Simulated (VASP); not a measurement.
A cell of TiC (rock salt) near equilibrium:

```
CELL_PARAMETERS angstrom
      0.00000     2.16628     2.16628
      2.16628     0.00000     2.16628
      2.16628     2.16628     0.00000
ATOMIC_POSITIONS crystal
  Ti 0.00000 0.00000 0.00000
  C  0.50000 0.50000 0.50000
```

Method: r2SCAN meta-GGA, VASP's PBE PAW potentials (set 64) (plane waves; VASP).

```
run               ΔE (meV/atom)    σxx    σyy    σzz  largest shear component, with its sign (GPa)  largest force (eV/Å)
----------------  -------------  -----  -----  -----  --------------------------------------------  --------------------
as it is                    0.0  -0.05  -0.05  -0.05                                          0.00                 0.000
after one change            4.1   1.99   8.46   1.99                                          0.00                 0.000
```
Stress is in GPa, positive when the cell is compressed.

**Question.** Name the change that produced these shifts.
(A) atom 1 (Ti) moved by 0.100 Å along x
(B) isotropic strain of +0.5 %
(C) uniaxial strain of -1.5 % along y
(D) atom 2 (C) moved by 0.050 Å along y

**Answer.** C, uniaxial strain of -1.5 % along y

The compound is TiC in the rock salt structure.
